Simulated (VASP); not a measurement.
```
Na
1.0
   -2.13000     2.13000     2.13000
    2.13000    -2.13000     2.13000
    2.13000     2.13000    -2.13000
Na
1
Direct
  0.00000   0.00000   0.00000
```

Computed with vdW-DF2, VASP's PBE PAW potentials (set 64) (plane waves; VASP). Numerical set-up: 520 eV cut-off, 11×11×11 Γ-centred mesh, first-order Methfessel-Paxton smearing of 0.10 eV, potentials Na_pv.

Energy and stress use the plane-wave basis of the starting cell.

**Question.** The ions, cell shape and volume are relaxed. Which structure does the run end with?

**Answer.** 
```
Na
1.0
   -2.06775     2.06775     2.06775
    2.06775    -2.06775     2.06775
    2.06775     2.06775    -2.06775
Na
1
Cartesian
  0.00000   0.00000   0.00000
```
Space group Im-3m (229), at a tolerance of 0.03 Å.

**Question.** How do energy and volume change from the first to the last step?

**Answer.** The energy (σ→0) changes by -6.5 meV/atom and the volume by -8.5 %, in 5 ionic steps.

The compound is Na in the bcc structure. This run relaxes it. Symmetry was kept, so distortions that lower it aren't found.
